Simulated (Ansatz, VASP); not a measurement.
# Rh (linear Rh chain) in two plane-wave programs, part 2 of 2

Wanted: the spread between two codes on one cell, functional and k mesh. The structure shown is the end of the Ansatz relaxation below.

VASP 6.6.1 and Ansatz 0.2.0.

So far: The starting structure; Ansatz: relaxation, PBE; VASP: single point, PBE; Differences; Ansatz: relaxation, LDA; VASP: single point, LDA.

**6. VASP: single point, LDA (continued)**

Level of this step: LDA, spin-polarised from a ferromagnetic start; plane waves and PAW (Rh_pv) (VASP).

Numbers of over 12 decimals in the logs are rounded to 6 here.

From OUTCAR (step 6):

```text
  Total       -0.1210575     -0.1210575      0.3556418      0.0000000      0.0000000      0.0000000
  in kB       -1.5747112     -1.5747112      4.6261738      0.0000000      0.0000000      0.0000000
  external PRESSURE =       0.4922505 kB  Pullay stress =       0.0000000 kB

  FREE ENERGIE OF THE ION-ELECTRON SYSTEM (eV)
  ---------------------------------------------------
  free  energy   TOTEN  =        -4.7067785270 eV

  energy  without entropy=       -4.6814765220  energy(sigma->0) =       -4.69412752

 magnetization (x)
# of ion       s       p       d       tot
------------------------------------------
    1        0.011   0.004   0.313   0.328

[... 1 part as in an earlier step ...]

[... 3 further parts left out ...]
[key lines of the parts left out:]
E-fermi :  -3.7512
```

**7. Comparison**

What differs besides the data sets and the points named for the pairs above, as far as they apply: VASP starts from the moments at which Ansatz ended; the data sets hold 17 valence electrons in Ansatz (on its default PAW (the set named soft_2) files) and 15 in VASP; VASP's log shows a relativistic correction to its local exchange, Ansatz's none; site moments are counted in spheres of each program's own size. Total energies have different zeros and are not compared.

The two programs side by side:

| quantity | Ansatz | VASP | difference |
| --- | --- | --- | --- |
| pressure (GPa) | -0.10 | 0.05 | -0.15 |
| total moment (μB) | 0.30 | 0.36 | -0.05 |
| moment on Rh1 (μB) | 0.23 | 0.33 | -0.10 |

**8. Ansatz: relaxation, RPBE**

This run makes the geometry at which the two programs are then compared. The cell compared in this pair holds 127.36 Å³, against 123.17 Å³ for the pair before.

The structure compared here is the end of the Ansatz relaxation.

Contents of input.yaml:

```yaml
crystal:
  lattice:
    - [7.5, 0.0, 0.0]
    - [0.0, 7.5, 0.0]
    - [0.0, 0.0, 2.6412]
  atoms:
    - { symbol: Rh, position: [0.5, 0.5, 0.0], spin: 1.0 }
magnetization:
  spin_polarized: true
kpoints:
  mp_grid: { grid: [1, 1, 31] }
scf:
  occupations: { method: fermi_dirac, width: 0.05 }
hamiltonian:
  xc: rpbe
relax:
  cell: { fix: [a, b, alpha, beta, gamma] }
  max_steps: 60
```

The run is started by

```sh
$ ansatz run input.yaml --threads 4 --pin off --max-ram 8192MiB --backend cpu --events-out ev --progress --plain --runs-dir out
```

The log of the run:

```text
[...]
Crystal: 1 atoms, lattice volume = 148.567 Å³
Basis set: ecut = 420 eV, 2929 PW (Γ), exchange–correlation on 108×108×36 points (8 copies of the dense FFT grid, shifted against one another)
Bands: 13, of which v1, the nominal top of the filled ones, is band 9 counted from 1 (8 counted from 0)
Symmetry: 16 space group operations
[...]
-0.163920       0.000000       0.000000
        0.000000      -0.163920       0.000000
        0.000000       0.000000      -0.002122
  P = ⅓ Tr σ = -0.1100 GPa (-1.100 kbar)
--- Relaxed structure (6 steps of the walk, 6 accepted, 1 SCFs on fresh bases) ---
[...]
cell:  # Å, volume = 127.3615 Å³
    - [7.5, 0.0, 0.0]
    - [0.0, 7.5, 0.0]
    - [0.0, 0.0, 2.264204]
  atoms:
    - { symbol: Rh, position: [0.5, 0.5, 0.0] }
[key lines of the parts left out:]
SCF converged after 10 iterations
Magnetization: 0.3540 μB (8.6770 up, 8.3230 down)
Free energy (F): -6407.497709 eV
Fermi energy:    -2.210638 eV
```

**9. VASP: single point, RPBE**

The same cell, functional, mesh and smearing now go to VASP, with its own data sets.

Contents of INCAR:

```
SYSTEM = Rh
PREC = Accurate
ENCUT = 500
EDIFF = 1E-06
NELM = 200
ISMEAR = -1
SIGMA = 0.05
LREAL = .FALSE.
ALGO = Normal
GGA = RP
NBANDS = 15
ISPIN = 2
MAGMOM = 0.26
LASPH = .TRUE.
LMAXMIX = 4
LORBIT = 11
LWAVE = .FALSE.
LCHARG = .FALSE.
ISIF = 2
GGA_COMPAT = .FALSE.
```

Contents of POSCAR:

```
Rh
1.0
    7.5000000000      0.0000000000      0.0000000000
    0.0000000000      7.5000000000      0.0000000000
    0.0000000000      0.0000000000      2.2642037135
Rh
1
Direct
    0.5000000000      0.5000000000      0.0000000000
```

Contents of KPOINTS:

```
Automatic mesh
0
Gamma
1 1 31
0 0 0
```

Potentials, in the order of the species: Rh_pv (PBE family, release 64).

The run is started by

```sh
$ mpirun -np 1 vasp_std
```

The log of the run:

```text
[banner, memory and clock lines left out]
running    1 mpi-ranks, on    1 nodes
[...]
[... a notice as in an earlier step ...]

 LDA part: xc-table for (Slater+PW92), standard interpolation
 POSCAR, INCAR and KPOINTS ok, starting setup
[...]
entering main loop
       N       E                     dE             d eps       ncg     rms          rms(c)
DAV:   1     0.681144844073E+02    0.68114E+02   -0.81845E+03  1216   0.723E+02
DAV:   2    -0.212555527321E+01   -0.70240E+02   -0.63778E+02  1100   0.183E+02
DAV:   3    -0.387524297740E+01   -0.17497E+01   -0.17092E+01  1072   0.294E+01
DAV:   4    -0.388940564277E+01   -0.14163E-01   -0.14148E-01  1361   0.289E+00
[...]
DAV:  19    -0.373813743627E+01    0.10619E-04   -0.79931E-05   960   0.541E-02    0.894E-04
DAV:  20    -0.373813049170E+01    0.69446E-05   -0.18283E-05   960   0.252E-02    0.386E-04
DAV:  21    -0.373813018423E+01    0.30747E-06   -0.85242E-07   854   0.496E-03
   1 F= -.37381302E+01 E0= -.37252970E+01  d E =-.256663E-01  mag=     0.3775
```

From OUTCAR (step 9):

```text
  Total       -0.1337701     -0.1337701      0.1295369      0.0000000      0.0000000     -0.0000000
  in kB       -1.6827964     -1.6827964      1.6295433      0.0000000      0.0000000     -0.0000000
  external PRESSURE =      -0.5786831 kB  Pullay stress =       0.0000000 kB

  FREE ENERGIE OF THE ION-ELECTRON SYSTEM (eV)
  ---------------------------------------------------
  free  energy   TOTEN  =        -3.7381301842 eV

  energy  without entropy=       -3.7124638781  energy(sigma->0) =       -3.72529703

 magnetization (x)
# of ion       s       p       d       tot
------------------------------------------
    1        0.019   0.003   0.312   0.335

[... 2 parts as in an earlier step ...]

[... 2 further parts left out ...]
[key lines of the parts left out:]
E-fermi :  -3.3459
```

**10. Differences**

What differs besides the data sets and the points named for the pairs above, as far as they apply: the data sets hold 17 valence electrons in Ansatz (on its default PAW (the set named soft_2) files) and 15 in VASP; Ansatz makes its cores anew for this functional, VASP keeps those of its PBE data sets. Total energies have different zeros and are not compared.

The two programs side by side:

| quantity | Ansatz | VASP | difference |
| --- | --- | --- | --- |
| pressure (GPa) | -0.11 | -0.06 | -0.05 |
| total moment (μB) | 0.35 | 0.38 | -0.02 |
| moment on Rh1 (μB) | 0.26 | 0.34 | -0.07 |

**11. Summary of results**

```json
{
 "difference in pressure (single point, PBE)": "-0.066 GPa",
 "difference in total moment (single point, LDA)": "-0.054 μB",
 "difference in total moment (single point, RPBE)": "-0.024 μB"
}
```

The difference in pressure is -0.066 GPa (single point, PBE), within the 1 GPa picked in this series as the mark of a large difference. The data sets hold unlike numbers of valence electrons (17 in Ansatz and 15 in VASP), so part of the differences comes from the potentials. How closely two codes agree says nothing of how well the functional describes the real material.

[Lines on the potential files, build, host, timing and source positions are cut from VASP's logs without a mark.]

[Logs are printed without paths, hosts, clocks, repeated set-up lines and the standing remarks that a program may print on its own settings, such as how far it seeks lower states.]

[Hosts, paths, dates, database ids (printed as entryN), source tags and the programs' standing remarks are cut or masked in the printed files.]
